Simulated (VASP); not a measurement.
```
BaBi3
1.0
    5.06603     0.00000     0.00000
    0.00000     5.06603     0.00000
    0.00000     0.00000     5.06603
Ba Bi
1 3
Direct
  0.00000   0.00000   0.00000
  0.00000   0.50000   0.50000
  0.50000   0.00000   0.50000
  0.50000   0.50000   0.00000
```

Computed with PBEsol GGA, VASP's PBE PAW potentials (set 64) (plane waves; VASP). Run with 400 eV cut-off, 7×7×7 Γ-centred mesh, tetrahedra with Blöchl corrections, potentials Ba_sv Bi_d.

Unless said otherwise, spin-orbit coupling is left out, though it shifts the bands of the heavy elements here.

### Question
Predict the energy per atom (σ→0), band gap (on the k-mesh) with the smallest direct gap where there is one.

### Answer

```yaml
band gap (on the k-mesh): none (metal, semimetal or under 0.01 eV)
energy per atom (σ→0): -4.280 eV/atom
```

The absolute energy has meaning only against runs of the same code, potentials and settings.

The structure comes from a computed database's BaBi3 entry (Pm-3m); how it stands against other phases isn't given here. It was relaxed first. The electron count is odd and the run is not spin-polarised, which forces a metal.
